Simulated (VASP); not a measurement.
Consider the following.

```xyz
6
Lattice="4.3657 0.0000 0.0000 0.0000 4.3657 0.0000 0.0000 0.0000 8.7032" Properties=species:S:1:pos:R:3 pbc="T T T"
Ho     4.3657     2.1829     6.3500
Ho     2.1829     4.3657     2.3532
Te     4.3657     2.1829     3.2355
Te     2.1829     0.0000     5.4676
Te     4.3657     0.0000     0.0000
Te     2.1829     2.1829     0.0000
```

These are PBEsol GGA, VASP's PBE PAW potentials (set 64) (plane waves; VASP) values and carry that method's errors. Numerical set-up: 400 eV cut-off, Gaussian smearing of 0.050 eV, potentials Ho_3 Te.

The 4f electrons are frozen in the core of the lanthanide potential, so 4f levels, which can set the real gap, and their magnetism are missing.

### Question
Give the energies of bands 11 to 24 at the high-symmetry points, in eV from the Fermi level.

### Answer

```csv
band,Γ,X,M,Z,R,A
11,-5.51,-5.47,-6.79,-5.65,-4.88,-6.93
12,-5.12,-5.47,-6.79,-5.13,-4.88,-6.93
13,-5.12,-3.29,-4.49,-5.13,-4.06,-4.62
14,-3.85,-3.29,-4.49,-2.94,-4.06,-4.62
15,-2.72,-2.86,-3.94,-2.74,-3.40,-3.59
16,-2.72,-2.86,-3.94,-2.74,-3.40,-3.59
17,-2.56,-2.49,-3.13,-2.63,-2.80,-2.57
18,-1.01,-2.49,-3.13,-2.32,-2.80,-2.57
19,-1.01,-2.41,-1.90,-0.91,-2.20,-2.30
20,-0.78,-2.41,-1.90,-0.91,-2.20,-2.30
21,-0.25,-2.09,1.99,0.24,-0.89,1.13
22,0.35,-2.09,1.99,0.69,-0.89,1.13
23,0.55,1.68,2.25,0.69,1.66,2.30
24,0.55,1.68,2.26,1.60,1.66,2.34
```

It has no gap at this level: it comes out as a metal or semimetal.

The structure comes from a computed database's HoTe2 entry (P4/nmm); how it stands against other phases isn't given here. It was relaxed first.
